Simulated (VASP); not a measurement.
TiO2:

```
Ti O
1.0
    -1.89210    1.89210    4.75730
     1.89210   -1.89210    4.75730
     1.89210    1.89210   -4.75730
Ti O
2 4
Direct
  0.00000 0.00000 0.00000
  0.75000 0.25000 0.50000
  0.20810 0.20810 0.00000
  0.95810 0.45810 0.50000
  0.54190 0.04190 0.50000
  0.79190 0.79190 0.00000
```

| Property | Result |
| --- | --- |
| Program | VASP 6.6.1 |
| Task | relaxation of cell and atoms |
| Functional | PBE |
| Potentials or basis | VASP PAW PBE potentials, release 64 (Ti_sv, O) |
| Cutoff | 520 eV |
| k mesh | 14 × 14 × 14 |
| Occupations | gaussian, width 1 eV |
| Spin | collinear spin, ferromagnetic start |
| Starting moments | [1.0, 1.0, 0.0, 0.0, 0.0, 0.0] μB |

At the start: pressure 6.2 GPa; volume 11.35 Å³/atom.

How do energy, volume and symmetry change on relaxing?

Over 11 steps the energy falls by 6.6 meV/atom and the volume is 11.71 Å³/atom (+3.2 %); space group I4_1/amd (No. 141, to 0.05 Å); moment 0.00 μB per cell.

Step by step:
| step | energy change (eV) | largest force (eV/Å) | pressure (GPa) | volume (Å³) |
| --- | --- | --- | --- | --- |
| 1 | 0.0000 | 0.1418 | 6.16 | 68.13 |
| 2 | 0.0208 | 0.3243 | -6.76 | 72.52 |
| 3 | -0.0366 | 0.0831 | 0.02 | 70.03 |
| 4 | -0.0366 | 0.0789 | 0.14 | 69.99 |
| 5 | -0.0375 | 0.0403 | 0.08 | 70.07 |
| 6 | -0.0379 | 0.0039 | 0.01 | 70.16 |
| 7 | -0.0386 | 0.0008 | -0.06 | 70.21 |
| 8 | -0.0395 | 0.0128 | -0.29 | 70.37 |
| 9 | -0.0394 | 0.0092 | 0.33 | 70.18 |
| 10 | -0.0396 | 0.0023 | 0.01 | 70.28 |
| 11 | -0.0396 | 0.0020 | 0.02 | 70.28 |

Final structure:
```
CELL_PARAMETERS angstrom
-1.90322 1.90322 4.85042
1.90322 -1.90322 4.85042
1.90322 1.90322 -4.85042
ATOMIC_POSITIONS crystal
Ti 0.00000 0.00000 0.00000
Ti 0.75000 0.25000 0.50000
O 0.20675 0.20675 0.00000
O 0.95675 0.45675 0.50000
O 0.54325 0.04325 0.50000
O 0.79325 0.79325 0.00000
```
